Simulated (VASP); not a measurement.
Consider the following.

```
CELL_PARAMETERS angstrom
      0.00000     3.44062     3.44062
      3.44062     0.00000     3.44062
      3.44062     3.44062     0.00000
ATOMIC_POSITIONS crystal
  Rb 0.00000 0.00000 0.00000
  Br 0.50000 0.50000 0.50000
```

These are PBE GGA with D3 dispersion (Becke-Johnson damping) with spin-orbit coupling, VASP's PBE PAW potentials (set 64) (plane waves; VASP) values and carry that method's errors. Settings: 400 eV cut-off, 6×6×6 Γ-centred mesh, Gaussian smearing of 0.050 eV, potentials Rb_sv Br.

Problem. Predict the energy per atom (σ→0), band gap (over mesh and band path) with the smallest direct gap where there is one.

Solution. 
The band gap (over mesh and band path) is 4.17 eV and the smallest direct gap (over mesh and band path) is 4.17 eV. The energy per atom (σ→0) is -3.270 eV/atom.

The absolute energy has meaning only against runs of the same code, potentials and settings.

The structure comes from a measured RbBr entry (Fm-3m) of the Crystallography Open Database, whose conditions weren't checked. It was relaxed first.
